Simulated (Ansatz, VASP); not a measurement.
# C3N: VASP beside Ansatz

Wanted: the spread between two codes on one cell, functional and k mesh. The cell is taken from a series of runs on this material, whose earlier steps may have relaxed, scaled, displaced or heated it; both programs get it as it stands.

Calculated with Ansatz 0.2.0; plane waves, with VASP 6.6.1 beside it; single point at PBE0.

## (1) Starting point

The cell holds 8 atoms: 2 N and 6 C. Cell: a = 4.859 Å, b = 4.859 Å, c = 23.200 Å, α = 90.0°, β = 90.0°, γ = 120.0°. Vacuum lies along c.

## (2) Ansatz: single point, PBE0

Ansatz runs on its PAW soft_1 files.

With cell and atoms fixed, the geometry can't cause a difference; cores, projectors, grids and the points listed under the comparison can.

The input, input.yaml:

```yaml
crystal:
  lattice:
    - [4.8594418736, 0.0, 0.0]
    - [-2.4297209368, 4.2084001108, 0.0]
    - [0.0, 0.0, 23.2]
  atoms:
    - { symbol: "N", position: [0.3333333333, 0.6666666667, 0.5] }
    - { symbol: "N", position: [0.6666666667, 0.3333333333, 0.5] }
    - { symbol: C, position: [0.1666506101, 0.3333012201, 0.5] }
    - { symbol: C, position: [0.3333012201, 0.1666506101, 0.5] }
    - { symbol: C, position: [0.1666506101, 0.8333493899, 0.5] }
    - { symbol: C, position: [0.8333493899, 0.1666506101, 0.5] }
    - { symbol: C, position: [0.6666987799, 0.8333493899, 0.5] }
    - { symbol: C, position: [0.8333493899, 0.6666987799, 0.5] }
  periodic: [true, true, false]
kpoints:
  mp_grid: { grid: [3, 3, 1] }
  band_path:
    path:
      - [0.0, 0.0, 0.0]
      - [0.5, 0.0, 0.0]
      - [0.3333333333, 0.3333333333, 0.0]
      - [0.25, 0.0, 0.0]
    npoints: 1
hamiltonian:
  xc: pbe0
  pseudopotentials: { kind: paw, azcp: { folder: soft_1 } }
scf:
  occupations: { method: fixed }
  n_extra_bands: 6
output:
  eigenvalues: true
```

Command:

```console
$ ansatz run input.yaml --threads 4 --pin off --max-ram 17510MiB --backend cpu --events-out ev --progress --plain --runs-dir out
```

Numbers of over 12 decimals in the logs are rounded to 6 here.

What it wrote:

```text
scf.n_extra_bands = 6 over 17 filled bands (N_el = 34.0): the run solves 23 bands
Engine: ansatz 0.2.0, aarch64-unknown-linux-gnu
Pseudopotentials: kind: paw
Pseudopotential: N, paw, valence charge 5, recommended cutoff 420 eV (normal), soft_1/N.paw.azcp
Pseudopotential: C, paw, valence charge 4, recommended cutoff 420 eV (normal), soft_1/C.paw.azcp
Functional definition: PBE0
  parameter a = 0.25
  parameter kappa = 0.804
  parameter beta = 0.066725
  exchange = (1 - a)*pbe_x(kappa = kappa, mu = beta*pi^2/3) + a*exact_x
  correlation = pbe_c(beta = beta)
davidson cushion auto → on  (no smearing: the cushion is to keep the highest requested band from converging to the state above it; pin scf.eigensolver.cushion to override)
Crystal: 8 atoms, lattice volume = 474.451 Å³
Basis set: ecut = 420 eV, 9251 PW (Γ)
Bands: 23, of which v1, the nominal top of the filled ones, is band 17 counted from 1 (16 counted from 0)
Symmetry: 24 space group operations
Space group: P6/mmm (ITA 191), of the structure as read, at distance tolerance 7.8e-5 Å
k-points: 3 of 9
Non-local potential: N, projectors of the file, l = 0: 2, l = 1: 2, l = 2: 1
Non-local potential: C, projectors of the file, l = 0: 2, l = 1: 2, l = 2: 1
PAW form: soft (Blöchl's): semilocal exchange-correlation on the pseudo side does not see the compensation charge
PAW frozen core: N, regenerated for the run's functional, and the local potential with it (the file was generated under x = pbe(κ = 0.804, μ = 0.219515), c = pbe(β = 0.066725))
PAW frozen core: C, regenerated for the run's functional, and the local potential with it (the file was generated under x = pbe(κ = 0.804, μ = 0.219515), c = pbe(β = 0.066725))
PAW one-centre angular grid: N, 110 points (default); XC on 64 Gauss nodes
PAW one-centre angular grid: C, 110 points (default); XC on 64 Gauss nodes
Initial density: superposition of atomic densities (neutral atoms: chi_scale 0, normalization atom)
Initial wavefunctions: pseudopotential atomic-orbital guess
Functional: x = pbe(κ = 0.804, μ = 0.219515), c = pbe(β = 0.066725), warm-up for x = 0.75 pbe(κ = 0.804, μ = 0.219515) + 0.25 exact, c = pbe(β = 0.066725)
iter 1 solved again at ethr=2.58e-2 eV; its pass at ethr=1.00e-1 eV (dr2=8.78e0 eV) is discarded
SCF iter   1: F=—  HF=-2275.354312 eV  |F-HF|=—  |Δ(HF+E_count)|=         —  Δρ=4.80e-2  dr2=8.92e0  ethr=2.58e-2  ⟨swp⟩=3.3  Hψ=415  notcnv=0
preconditioner: auto → none  [insulator: Δε(μ)=0.983 eV  Ē_g=15.310 eV  n_scr=54 (ndim 8)  ℏωp=9.6 eV  f_vac=0.802]
iter 2 solved again at ethr=2.30e-3 eV; its pass at ethr=2.58e-2 eV (dr2=7.82e-1 eV) is discarded
SCF iter   2: F=—  HF=-2271.832742 eV  |F-HF|=—  |Δ(HF+E_count)|=    3.52e0  Δρ=1.71e-2  dr2=7.58e-1  ethr=2.30e-3  ⟨swp⟩=3.0  Hψ=358  notcnv=0  defer=9
SCF iter   3: F=—  HF=-2271.681673 eV  |F-HF|=—  |Δ(HF+E_count)|=   1.51e-1  Δρ=4.25e-3  dr2=4.93e-2  ethr=2.23e-3  ⟨swp⟩=4.7  Hψ=209  notcnv=0  defer=5
SCF iter   4: F=—  HF=-2271.683468 eV  |F-HF|=—  |Δ(HF+E_count)|=   1.79e-3  Δρ=2.30e-3  dr2=2.28e-2  ethr=1.45e-4  ⟨swp⟩=5.0  Hψ=228  notcnv=0  defer=4
SCF iter   5: F=—  HF=-2271.678022 eV  |F-HF|=—  |Δ(HF+E_count)|=   5.45e-3  Δρ=2.24e-4  dr2=1.98e-4  ethr=6.70e-5  ⟨swp⟩=4.0  Hψ=191  notcnv=0  defer=2
SCF iter   6: F=-2271.678067 eV  HF=-2271.678081 eV  |F-HF|=1.40e-5  |Δ(HF+E_count)|=   5.92e-5  Δρ=7.06e-5  dr2=2.21e-5  ethr=5.82e-7  ⟨swp⟩=6.7  Hψ=267  notcnv=0  defer=1
SCF 1 stopped early in 6 iterations: F = -2271.678067 eV  dr2 = 2.21e-5
  greatest PAW one-centre occupation: 0.778 electrons in one spin orbital (limit 2), on the N atom at site 1 (counted from 0), in its partial waves of l = 0
Initial density: handed on by an earlier stage of this run
Initial wavefunctions: those handed on with the density
Functional: x = 0.75 pbe(κ = 0.804, μ = 0.219515) + 0.25 exact, c = pbe(β = 0.066725)
Exchange kernel: α = 0.2500, full range, Wigner–Seitz truncation, v(0) = 8781.6499 eV·Å³, q-mesh 3×3×1, nearest image of the exchange supercell L = 14.58 Å, pair-density grid 24×24×108, without the augmentation charges, whose exchange is taken in its separable form by FFT convolution over the k-point mesh (sized by the pseudopotential files, 30×30×160 at the most)
Frozen-core exchange: fock
SCF iter   1: F=—  HF=-2271.766947 eV  |F-HF|=—  |Δ(HF+E_count)|=         —  Δρ=3.59e-3  dr2=3.69e-2  ethr=6.51e-7  ⟨swp⟩=15.0  Hψ=504  notcnv=0
preconditioner: auto → none  [insulator: Δε(μ)=2.044 eV  Ē_g=15.694 eV  n_scr=54 (ndim 8)  ℏωp=9.4 eV  f_vac=0.823]
SCF iter   2: F=—  HF=-2271.751680 eV  |F-HF|=—  |Δ(HF+E_count)|=   1.53e-2  Δρ=8.19e-4  dr2=3.20e-3  ethr=6.51e-7  ⟨swp⟩=6.0  Hψ=325  notcnv=0  defer=6
SCF iter   3: F=—  HF=-2271.766583 eV  |F-HF|=—  |Δ(HF+E_count)|=   1.49e-2  Δρ=4.75e-4  dr2=5.76e-4  ethr=6.51e-7  ⟨swp⟩=6.3  Hψ=295  notcnv=0  defer=1
SCF iter   4: F=—  HF=-2271.766371 eV  |F-HF|=—  |Δ(HF+E_count)|=   2.13e-4  Δρ=6.25e-5  dr2=5.55e-5  ethr=6.51e-7  ⟨swp⟩=3.3  Hψ=211  notcnv=0
SCF iter   5: F=-2271.766773 eV  HF=-2271.766777 eV  |F-HF|=4.35e-6  |Δ(HF+E_count)|=   4.07e-4  Δρ=7.19e-5  dr2=9.84e-6  ethr=1.56e-8  ⟨swp⟩=7.0  Hψ=301  notcnv=0
SCF 2 stopped early in 5 iterations: F = -2271.766773 eV  dr2 = 9.84e-6
  greatest PAW one-centre occupation: 0.781 electrons in one spin orbital (limit 2), on the N atom at site 1 (counted from 0), in its partial waves of l = 0
hybrid outer 1: dexx = +1.889e-2 eV, tail = 7.21e-5 eV
Exchange kernel: α = 0.2500, full range, Wigner–Seitz truncation, v(0) = 8781.6499 eV·Å³, q-mesh 3×3×1, nearest image of the exchange supercell L = 14.58 Å, pair-density grid 24×24×108, without the augmentation charges, whose exchange is taken in its separable form by FFT convolution over the k-point mesh (sized by the pseudopotential files, 30×30×160 at the most)
Frozen-core exchange: fock
SCF iter   1: F=—  HF=-2271.766897 eV  |F-HF|=—  |Δ(HF+E_count)|=         —  Δρ=2.78e-5  dr2=1.29e-6  ethr=1.06e-6  ⟨swp⟩=2.7  Hψ=162  notcnv=0
preconditioner: auto → none  [insulator: Δε(μ)=2.072 eV  Ē_g=15.770 eV  n_scr=54 (ndim 8)  ℏωp=9.4 eV  f_vac=0.825]
iter 2 solved again at ethr=3.35e-10 eV; its pass at ethr=3.41e-9 eV (dr2=1.14e-7 eV) is discarded
SCF iter   2: F=—  HF=-2271.766898 eV  |F-HF|=—  |Δ(HF+E_count)|=   7.93e-7  Δρ=8.65e-6  dr2=2.83e-7  ethr=3.35e-10  ⟨swp⟩=2.7  Hψ=419  notcnv=0
SCF iter   3: F=-2271.766899 eV  HF=-2271.766899 eV  |F-HF|=1.59e-8  |Δ(HF+E_count)|=   8.90e-7  Δρ=3.94e-6  dr2=2.69e-8  ethr=3.35e-10  ⟨swp⟩=5.7  Hψ=263  notcnv=0
SCF 3 converged in 3 iterations: F = -2271.766899 eV  dr2 = 2.69e-8
hybrid outer 2: dexx = +1.338e-6 eV, tail = 8.03e-8 eV, Δε = 2.49e-3 eV (about 1.08e-4 eV left of the loop's levels)
the search or the solves at the SCF's close seem to have found levels that the self-consistency loop had missed (the run counts 1). By its estimate they hold under 1e-12 electrons; where the run keeps them, the occupations were computed again with them
NSCF: frozen V_eff on 4 k-points
hybrid SCF converged: 2 outer / 8 inner (+6 warm-up), last move |dexx| = 1.34e-6 eV, tail = 8.03e-8 eV
Stability not checked: this state was not tested for a lower state beside it, because the functional holds exact exchange (a hybrid, or Hartree-Fock), whose exchange loop this test does not read (fock_operator; see scf.lower_state_search)
Free energy (F): -2271.766899 eV
Frozen-core exchange: fock
Harris-Foulkes:  -2271.766899 eV  (|F-HF|=1.59e-8)
Internal energy: -2271.766899 eV  (E = F + TS)
E sigma→0 (E₀):  -2271.766899 eV
Fermi energy:    -4.214418 eV
--- Per-component energies (eV) ---
  E_band       = -557.797414
  E_kinetic    = 795.835287
  E_local      = -27838.515006  (includes V_loc(G=0)·N_el)
  E_nonlocal   = 203.746620
  E_hartree    = 13464.789588
  E_xc         = -308.759096
  E_vxc        = -383.105571  (∫ρ·V_xc dr)
  E_exx        = -95.217317  (= α·E_x^exact, valence–valence)
  E_paw        = -851.930982  (= ΣΔE_a)
  E_vpaw       = -74.907024  (= ΣTr[D̂ρ^β])
  E_aug_tail   = 0.001941  (compensation charges beyond the density's cutoff)
  E_ewald      = 12358.428120
  E_core_change = -0.146053  (= ΣΔE_core)
  E_smearing   = -0.000000  (= −TS)
  E_closure    = -0.000000  (closes the sum)
  Σ components = -2271.766899   (vs F -2271.766899, Δ=4.55e-13)
--- Band table (eV) ---
  k-point 0: bands = [... 13 lower, -10.3971, -8.0886, -8.0886, -5.7218, -2.1424, -2.1424, -0.7189, -0.0122, ... 2 higher]
  k-point 1: bands = [... 13 lower, -11.5483, -9.7517, -8.4377, -4.2144, -1.1851, 0.2791, 0.6968, 0.9548, ... 2 higher]
  k-point 2: bands = [... 13 lower, -12.6231, -11.6226, -6.1563, -6.1563, 1.7178, 1.7178, 2.1603, 2.1641, ... 2 higher]
  the weakly bound empty levels are not read free of the cell's end (exact_exchange)
```

## (3) VASP: single point, PBE0

The same cell, functional and mesh now go to VASP, with its own data sets.

Lines of VASP's logs that name or quote its potential files are left out, and so is its time.

The run reads the wave functions of an earlier VASP run, which isn't shown here.

The input, INCAR:

```
SYSTEM = C3N
PREC = Accurate
ENCUT = 520
EDIFF = 1E-06
NELM = 100
ISMEAR = 0
SIGMA = 0.01
LREAL = .FALSE.
ALGO = Normal
LHFCALC = .TRUE.
AEXX = 0.25
GGA = PE
LASPH = .TRUE.
NBANDS = 25
PRECFOCK = Fast
LORBIT = 11
LWAVE = .FALSE.
LCHARG = .FALSE.
ISIF = 2
LDIPOL = .TRUE.
IDIPOL = 3
DIPOL = 0.5 0.5 0.5
LVHAR = .TRUE.
```

The input, POSCAR:

```
C3N
1.0
    4.8594418736      0.0000000000      0.0000000000
   -2.4297209368      4.2084001108      0.0000000000
    0.0000000000      0.0000000000     23.2000000000
N C
2 6
Direct
    0.3333333333      0.6666666667      0.5000000000
    0.6666666667      0.3333333333      0.5000000000
    0.1666506101      0.3333012201      0.5000000000
    0.3333012201      0.1666506101      0.5000000000
    0.1666506101      0.8333493899      0.5000000000
    0.8333493899      0.1666506101      0.5000000000
    0.6666987799      0.8333493899      0.5000000000
    0.8333493899      0.6666987799      0.5000000000
```

The input, KPOINTS:

```
Automatic mesh
0
Gamma
3 3 1
0 0 0
```

PAW data sets: N and C (PBE family, release 64).

Command:

```console
$ export OMP_NUM_THREADS=3
$ mpirun -np 1 vasp_std
```

What it wrote:

```text
[banner, memory and clock lines left out]
running    1 mpi-ranks, on    1 nodes
 distrk:  each k-point on    1 cores,    1 groups
 distr:  one band on    1 cores,    1 groups
 Offloading initialized ...    1 GPUs detected
 POSCAR found type information on POSCAR N C
 POSCAR found :  2 types and       8 ions
 LDA part: xc-table for (Slater+PW92), standard interpolation
 found WAVECAR, reading the header
 POSCAR, INCAR and KPOINTS ok, starting setup
 FFT: planning ... GRIDC
 FFT: planning ... GRID_SOFT
 FFT: planning ... GRID
 reading WAVECAR
 the WAVECAR file was read successfully
 initial charge from wavefunction
 entering main loop
       N       E                     dE             d eps       ncg     rms          rms(c)
DAV:   1    -0.865795360387E+02   -0.86580E+02   -0.11242E+00   159   0.721E+00    0.141E+00
DAV:   2    -0.865877161278E+02   -0.81801E-02   -0.45117E-02   191   0.128E+00    0.924E-01
DAV:   3    -0.865840364043E+02    0.36797E-02   -0.69047E-03   169   0.506E-01    0.495E-01
DAV:   4    -0.865832702820E+02    0.76612E-03   -0.20091E-03   176   0.256E-01    0.273E-01
DAV:   5    -0.865830478083E+02    0.22247E-03   -0.27634E-04   178   0.106E-01    0.152E-01
DAV:   6    -0.865829869387E+02    0.60870E-04   -0.97641E-05   161   0.661E-02    0.800E-02
DAV:   7    -0.865829778888E+02    0.90500E-05   -0.19524E-05   169   0.294E-02    0.427E-02
DAV:   8    -0.865829787082E+02   -0.81944E-06   -0.27679E-06   137   0.113E-02
   1 F= -.86582979E+02 E0= -.86582979E+02  d E =-.275318E-61
```

From OUTCAR (step 3):

```text
ion  position               nearest neighbor table
   1  0.333  0.667  0.500-   5 1.40   7 1.40   3 1.40
   2  0.667  0.333  0.500-   6 1.40   4 1.40   8 1.40
   3  0.167  0.333  0.500-   4 1.40   6 1.40   1 1.40
   4  0.333  0.167  0.500-   3 1.40   5 1.40   2 1.40
   5  0.167  0.833  0.500-   8 1.40   4 1.40   1 1.40
   6  0.833  0.167  0.500-   3 1.40   7 1.40   2 1.40
   7  0.667  0.833  0.500-   8 1.40   6 1.40   1 1.40
   8  0.833  0.667  0.500-   7 1.40   5 1.40   2 1.40

  LATTYP: Found a hexagonal cell.
 ALAT       =     4.8594418736
 C/A-ratio  =     4.7742108257

 Subroutine GETGRP returns: Found 24 space group operations
 (whereof 24 operations were pure point group operations)

The static configuration has the point symmetry D_6h.

 Found      3 irreducible k-points:

   k-points           NKPTS =      3   k-points in BZ     NKDIM =      9   number of bands    NBANDS=     25

   dimension x,y,z NGX =    36 NGY =   36 NGZ =  180
   dimension x,y,z NGXF=    72 NGYF=   72 NGZF=  360

   ENCUT  =  520.0 eV  38.22 Ry    6.18 a.u.   9.04  9.04 43.14*2*pi/ulx,y,z

   NELECT =      34.0000    total number of electrons

 k-points in reciprocal lattice and weights: Automatic mesh
   0.00000000  0.00000000  0.00000000       0.111
   0.33333333  0.00000000  0.00000000       0.667
   0.33333333  0.33333333  0.00000000       0.222

  exchange ACFDT corr.  =         0.00000000  see jH, gK, PRB 81, 115126

 dipolmoment           0.000000      0.000000      0.000000 electrons x Angstroem

 average (electrostatic) potential at core
       1 -68.4341       2 -68.4341       3 -55.0161       4 -55.0161       5 -55.0161
       6 -55.0161       7 -55.0161       8 -55.0161

 E-fermi :  -2.7571

 k-point     1 :       0.0000    0.0000    0.0000
  band No.  band energies     occupation
    ...
     13      -9.0293      2.00000
     14      -9.0293      2.00000
     15      -6.7330      2.00000
     16      -6.7330      2.00000
     17      -4.3644      2.00000
     18      -0.7622      0.00000
     19      -0.7622      0.00000
     20       0.6748      0.00000
     21       1.4211      0.00000
     22       1.4908      0.00000
    ...

 k-point     2 :       0.3333    0.0000    0.0000
  band No.  band energies     occupation
    ...
     13     -10.3110      2.00000
     14     -10.1766      2.00000
     15      -8.3853      2.00000
     16      -7.0738      2.00000
     17      -2.8738      2.00000
     18       0.2010      0.00000
     19       1.6761      0.00000
     20       2.0784      0.00000
     21       2.3826      0.00000
     22       2.4501      0.00000
    ...

 k-point     3 :       0.3333    0.3333    0.0000
  band No.  band energies     occupation
    ...
     13     -11.2549      2.00000
     14     -11.2549      2.00000
     15     -10.2535      2.00000
     16      -4.8031      2.00000
     17      -4.8031      2.00000
     18       3.0968      0.00000
     19       3.0968      0.00000
     20       3.5574      0.00000
     21       3.5622      0.00000
     22       3.5622      0.00000
    ...

  Total       -3.6834194     -3.6834194     -0.1293721      0.0000000      0.0000000      0.0000000
  in kB      -12.4385670    -12.4385670     -0.4368777      0.0000000      0.0000000      0.0000000
  external PRESSURE =      -8.4380039 kB  Pullay stress =       0.0000000 kB

  energy-cutoff  :      520.00
  volume of cell :      474.45
      direct lattice vectors                 reciprocal lattice vectors
     4.859441874  0.000000000  0.000000000     0.205784949  0.118809996 -0.000000000
    -2.429720937  4.208400111  0.000000000     0.000000000  0.237619992  0.000000000
     0.000000000  0.000000000 23.200000000     0.000000000 -0.000000000  0.043103448

 POSITION                                       TOTAL-FORCE (eV/Angst)
 -----------------------------------------------------------------------------------
     -0.00000      2.80560     11.60000         0.000000     -0.000000      0.000000
      2.42972      1.40280     11.60000        -0.000000     -0.000000      0.000000
      0.00000      1.40266     11.60000         0.000000     -0.387952      0.000000
      1.21474      0.70133     11.60000        -0.335976     -0.193976     -0.000000
     -1.21498      3.50707     11.60000        -0.335976      0.193976      0.000000
      3.64470      0.70133     11.60000         0.335976     -0.193976      0.000000
      1.21498      3.50707     11.60000         0.335976      0.193976     -0.000000
      2.42972      2.80574     11.60000        -0.000000      0.387952      0.000000
 -----------------------------------------------------------------------------------
    total drift:                               -0.000001      0.000000      0.000005

  FREE ENERGIE OF THE ION-ELECTRON SYSTEM (eV)
  ---------------------------------------------------
  free  energy   TOTEN  =       -86.5829787082 eV

  energy  without entropy=      -86.5829787082  energy(sigma->0) =      -86.58297871

 vacuum level on the upper side and lower side of the slab         1.358         1.358

 total charge
# of ion       s       p       d       tot
------------------------------------------
    1        1.187   2.818   0.000   4.005
    2        1.187   2.818   0.000   4.005
    3        0.850   1.785   0.000   2.635
    4        0.850   1.785   0.000   2.635
    5        0.850   1.785   0.000   2.635
    6        0.850   1.785   0.000   2.635
    7        0.850   1.785   0.000   2.635
    8        0.850   1.785   0.000   2.635
--------------------------------------------------
tot          7.472  16.349   0.000  23.821
```

## (4) Differences

Known differences besides the potentials themselves: exact exchange at q = 0 is treated differently, which shows on coarse meshes; VASP keeps PBE cores, Ansatz makes them for the functional; fixed occupations in Ansatz, narrow Gaussian smearing in VASP; Ansatz cuts the interaction across the vacuum, VASP repeats the sheet with a dipole correction; the cutoff is 420 eV in Ansatz and 520 eV in VASP; VASP takes a coarser grid for exact exchange (PRECFOCK = Fast). Total energies have different zeros and are not compared.

The two programs side by side:

```csv
quantity,Ansatz,VASP,difference
gap on the k mesh (eV),2.072,2.112,-0.040
```

A gap on the mesh is an upper bound, since the band edges may lie between its points. With vacuum in the cell, a pressure given here is an average over mostly empty space and none of the material.

## (5) Summary of results

```
difference in gap on the k mesh (single point, PBE0) : -0.040 eV
```

**Reading.** The difference in gap on the k mesh is -0.040 eV (single point, PBE0), within the 0.08 eV picked in this series as the mark of a large difference. How closely two codes agree says nothing of how well the functional describes the real material.

[Lines on the potential files, build, host, timing and source positions are cut from VASP's logs without a mark.]

[Logs are printed without paths, hosts, clocks, repeated set-up lines and the standing remarks that a program may print on its own settings, such as how far it seeks lower states.]

[Hosts, paths, dates, database ids (printed as entryN), source tags and the programs' standing remarks are cut or masked in the printed files.]
